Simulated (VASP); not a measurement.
A run of VASP 6.6.1:

INCAR

```
ALGO     = Fast           # electronic algorithm
EDIFF    = 1E-4           # SCF threshold, eV
EDIFFG   = -0.08          # ionic threshold
ENCUT    = 520            # plane-wave cutoff, eV
GGA      = PE             # functional
IBRION   = 2              # ionic algorithm
ISIF     = 3              # what is computed and relaxed
ISMEAR   = 0              # smearing method
LASPH    = T              # aspherical terms in the spheres
LCHARG   = F              # write CHGCAR
LREAL    = Auto         
LWAVE    = F              # write WAVECAR
NELM     = 60             # most SCF steps
NSW      = 24             # ionic steps
PREC     = Normal         # precision mode
SIGMA    = 0.15           # smearing width, eV
```

The input KPOINTS:

```
k-points
0
Gamma
  2 2 3
```

The input POSCAR:

```
Be3CdSe4
1.0
    7.5400000000      0.0000000000      0.0000000000
    0.0000000000      6.5300000000      0.0000000000
    0.0000000000      0.0000000000      6.1500000000
Be Cd Se
6 2 8
Direct
    0.0000000000      0.1667000000      0.5000000000
    0.2500000000      0.6667000000      0.5000000000
    0.7500000000      0.6667000000      0.5000000000
    0.5000000000      0.8333000000      0.0000000000
    0.7500000000      0.3333000000      0.0000000000
    0.2500000000      0.3333000000      0.0000000000
    0.5000000000      0.1667000000      0.5000000000
    0.0000000000      0.8333000000      0.0000000000
    0.0000000000      0.1667000000      0.8650000000
    0.2500000000      0.6667000000      0.8650000000
    0.7500000000      0.6667000000      0.8650000000
    0.0000000000      0.8333000000      0.3900000000
    0.5000000000      0.8333000000      0.3650000000
    0.7500000000      0.3333000000      0.3650000000
    0.2500000000      0.3333000000      0.3650000000
    0.5000000000      0.1667000000      0.8900000000
```

Potentials or basis: VASP PAW PBE potentials, release 64 (Be, Cd, Se).

Launch:

```console
$ cat potpaw_PBE.64/Be/POTCAR potpaw_PBE.64/Cd/POTCAR potpaw_PBE.64/Se/POTCAR > POTCAR
$ mpirun -np 4 vasp_std > vasp.out
```

Hardware: 4 MPI ranks on Intel(R) Xeon(R) 6975P-C (Granite Rapids), with other jobs on the host.

Q: Estimate the wall time of this run.

A: It took 79 s on 4 MPI ranks on Intel(R) Xeon(R) 6975P-C (Granite Rapids) (shared host), peak memory 0.17 GiB a rank. Counts: scf iterations 76, k points 8, ion steps 12.
